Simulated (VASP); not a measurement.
Method: r2SCAN meta-GGA, VASP's PBE PAW potentials (set 64) (plane waves; VASP).

VASP input:

**KPOINTS**
```
Regular mesh
0
Gamma
 15 15 8
0 0 0
```

INCAR:
```
! general
SYSTEM  = Co
PREC    = Accurate
ENCUT   = 400
LREAL   = .FALSE.
LASPH   = .TRUE.

! electronic loop
EDIFF   = 1E-6
NELM    = 100
ALGO    = Normal
LMAXMIX = 4
LMIXTAU = .TRUE.

! smearing
ISMEAR  = 1
SIGMA   = 0.1

! functional
METAGGA = R2SCAN

! spin
ISPIN   = 2
MAGMOM  = 2*1.7

! ions
IBRION  = 2
NSW     = 60
ISIF    = 3
EDIFFG  = -0.01

! output
LWAVE   = .FALSE.
LCHARG  = .FALSE.
LORBIT  = 10
```

File POSCAR:
```
Co
1
    1.2315525628    -2.1331118342    -0.0000000000
    1.2315525628     2.1331118342     0.0000000000
    0.0000000000     0.0000000000     4.0157374022
Co
2
Direct
  0.3333330000   0.6666670000   0.2500000000
  0.6666670000   0.3333330000   0.7500000000
```

POTCAR, in this order: Co (PBE.64 set). Program: vasp_std.

What VASP printed:

File OSZICAR:
```
       N       E                     dE             d eps       ncg     rms          rms(c)
DAV:   1     0.570098484225E+02    0.57010E+02   -0.72899E+03  8284   0.137E+03
DAV:   2    -0.294164546439E+02   -0.86426E+02   -0.80056E+02  8114   0.244E+02
DAV:   3    -0.314479428073E+02   -0.20315E+01   -0.19898E+01  9563   0.524E+01
DAV:   4    -0.314845470515E+02   -0.36604E-01   -0.36596E-01 12038   0.525E+00
DAV:   5    -0.314847561079E+02   -0.20906E-03   -0.20906E-03  9774   0.417E-01    0.179E+01
DAV:   6    -0.271863886794E+02    0.42984E+01   -0.23262E+01  9045   0.101E+02    0.102E+01
DAV:   7    -0.264155772618E+02    0.77081E+00   -0.27285E+00  9605   0.329E+01    0.535E+00
DAV:   8    -0.264346133648E+02   -0.19036E-01   -0.82230E-02 10966   0.279E+00    0.205E+00
DAV:   9    -0.264146087841E+02    0.20005E-01   -0.15112E-02 10782   0.186E+00    0.676E-01
DAV:  10    -0.264114560081E+02    0.31528E-02   -0.12479E-02 10571   0.206E+00    0.275E-01
DAV:  11    -0.264114773425E+02   -0.21334E-04   -0.84267E-04  9689   0.477E-01    0.141E-01
DAV:  12    -0.264114647526E+02    0.12590E-04   -0.40253E-05 12333   0.109E-01    0.930E-02
DAV:  13    -0.264114895625E+02   -0.24810E-04   -0.10499E-04 10435   0.182E-01    0.284E-02
DAV:  14    -0.264114875049E+02    0.20576E-05   -0.77483E-06  9410   0.537E-02    0.425E-03
DAV:  15    -0.264114870052E+02    0.49968E-06   -0.18284E-07  4848   0.420E-03
   1 F= -.26411487E+02 E0= -.26411419E+02  d E =-.264115E+02  mag=     3.3694
```

OUTCAR:
```
------------------------ aborting loop because EDIFF is reached ----------------------------------------
  FORCE on cell =-STRESS in cart. coord.  units (eV):
  Direction    XX          YY          ZZ          XY          YZ          ZX
  --------------------------------------------------------------------------------------
  Total       -0.0125046     -0.0125046     -0.0084220     -0.0000000     -0.0000000      0.0000000
  in kB       -0.9495529     -0.9495531     -0.6395358     -0.0000000     -0.0000000      0.0000000
  external PRESSURE =      -0.8462139 kB  Pullay stress =       0.0000000 kB
  volume of cell :       21.10
      direct lattice vectors                 reciprocal lattice vectors
     1.231552563 -2.133111834  0.000000000     0.405991604 -0.234399337  0.000000000
     1.231552563  2.133111834  0.000000000     0.405991604  0.234399337  0.000000000
     0.000000000  0.000000000  4.015737402     0.000000000  0.000000000  0.249020267
 POSITION                                       TOTAL-FORCE (eV/Angst)
 -----------------------------------------------------------------------------------
      1.23155      0.71104      1.00393        -0.000000     -0.000000      0.000000
      1.23155     -0.71104      3.01180         0.000000      0.000000      0.000000
 -----------------------------------------------------------------------------------
    total drift:                               -0.000023     -0.000006     -0.000028
  FREE ENERGIE OF THE ION-ELECTRON SYSTEM (eV)
  ---------------------------------------------------
  free  energy   TOTEN  =       -26.4114870052 eV

  energy  without entropy=      -26.4112819007  energy(sigma->0) =      -26.41141864

 total charge

# of ion       s       p       d       tot
------------------------------------------
    1        0.520   0.582   7.248   8.350
    2        0.520   0.582   7.248   8.350
--------------------------------------------------
tot          1.041   1.164  14.496  16.701

 magnetization (x)

# of ion       s       p       d       tot
------------------------------------------
    1       -0.016  -0.093   1.855   1.746
    2       -0.016  -0.093   1.855   1.746
--------------------------------------------------
tot         -0.031  -0.186   3.709   3.492

 reached required accuracy - stopping structural energy minimisation
```
(Selected blocks of OUTCAR.)

OUTCAR:
```
 val. band max:       10.7301435599   @ k =   0.1333   0.0667   0.1250

 cond. band min:      10.7355532119   @ k =   0.1333   0.0667   0.0000


 Fermi energy:        10.7354488931

 spin component 1

 k-point     1 :       0.0000    0.0000    0.0000
  band No.  band energies     occupation
      1       1.2290      1.00000
      2       4.8630      1.00000
      3       7.3235      1.00000
      4       7.3819      1.00000
      5       7.3822      1.00000
      6       7.6909      1.00000
      7       7.6913      1.00000
      8       8.0527      1.00000
      9       8.0528      1.00000
     10       9.1611      1.00000
     11       9.1612      1.00000
     12      10.4033      1.00001
     13      17.0651      0.00000
     14      33.7877      0.00000
     15      36.6967      0.00000

 k-point     2 :       0.0667    0.0000    0.0000
  band No.  band energies     occupation
      1       1.3947      1.00000
      2       4.9600      1.00000
      3       7.1812      1.00000
      4       7.4581      1.00000
      5       7.5050      1.00000
      6       7.6563      1.00000
      7       7.7591      1.00000
      8       7.9683      1.00000
      9       8.0057      1.00000
     10       8.6350      1.00000
     11       9.1807      1.00000
     12      11.1252     -0.00000
     13      17.0970      0.00000
     14      32.5331      0.00000
     15      34.6340      0.00000

 k-point     3 :       0.1333   -0.0000    0.0000
  band No.  band energies     occupation
      1       1.8797      1.00000
      2       5.2184      1.00000
      3       6.9741      1.00000
      4       7.5238      1.00000
      5       7.5422      1.00000
      6       7.6786      1.00000
      7       7.7300      1.00000
      8       7.8821      1.00000
      9       7.9545      1.00000
     10       8.1492      1.00000
     11       9.2269      1.00000
     12      12.3765     -0.00000
     13      17.2022      0.00000
...
```

The compound is Co in the hcp structure. It was relaxed first. The start is the result of an earlier pass.
